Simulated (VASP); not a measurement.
VASP input:

### KPOINTS
```
kpoints
0
Gamma
7 7 7
0 0 0
```

**INCAR**
```
ISIF=3   # ions, shape and volume
LASPH=T
NSW=40   # most ionic steps
LREAL=F   # projection in real space or not
LMAXMIX=4   # l cut-off of mixed one-centre charges
LCHARG=F
ENCUT=620   # plane-wave cut-off (eV)
ISMEAR=0   # Gaussian
EDIFFG=-0.02   # ionic stop
LWAVE=F
NELM=100   # most electronic steps
PSTRESS=200
SIGMA=0.05
IBRION=2   # conjugate gradients
PREC=Accurate
SYSTEM=BaF2
ALGO=Normal
EDIFF=1E-6
```

### POSCAR
```
BaF2
1.0
  0.0000000000   2.8653388688   2.8653388688
  2.8653388688   0.0000000000   2.8653388688
  2.8653388688   2.8653388688   0.0000000000
Ba F
1 2
Cart
  0.0000000000   0.0000000000   0.0000000000
  1.4326694344   1.4326694344   1.4326694344
  4.2980083032   4.2980083032   4.2980083032
```

POTCAR, in this order: Ba_sv F (LDA.64 set). Program: vasp_std.

**Question.** Write an equivalent input for Ansatz.

**Answer.** One equivalent input (not run):
Ansatz 0.2 input:
```yaml
crystal:
  lattice:
    - [0.0000000, 2.8653389, 2.8653389]
    - [2.8653389, 0.0000000, 2.8653389]
    - [2.8653389, 2.8653389, 0.0000000]
  atoms:
    - { symbol: Ba, position: [0.0000000, 0.0000000, 0.0000000] }
    - { symbol: F, position: [0.2500000, 0.2500000, 0.2500000] }
    - { symbol: F, position: [0.7500000, 0.7500000, 0.7500000] }
kpoints:
  mp_grid: { grid: [7, 7, 7] }
hamiltonian:
  xc: lda
  pseudopotentials: { kind: paw }
scf:
  occupations: { method: gaussian, width: 0.05 }
  max_iter: 100
relax:
  max_steps: 40
  f_tol: 0.02
  cell: { p_target: 20 }
output: { forces: true, stress: true, eigenvalues: true }
```
What does not carry over: each code has its own PAW files, so the cut-off isn't converted (ENCUT is set for VASP's; basis.ecutwfc is left out, and Ansatz then takes the one that its files recommend); Ansatz stops its SCF on the density residual and VASP on the energy change (EDIFF); Ansatz's lda is the Perdew-Wang form, while the LDA potentials of VASP carry Perdew-Zunger's.

The compound is BaF2 in the fluorite structure. It was relaxed first under an external pressure of 20 GPa.
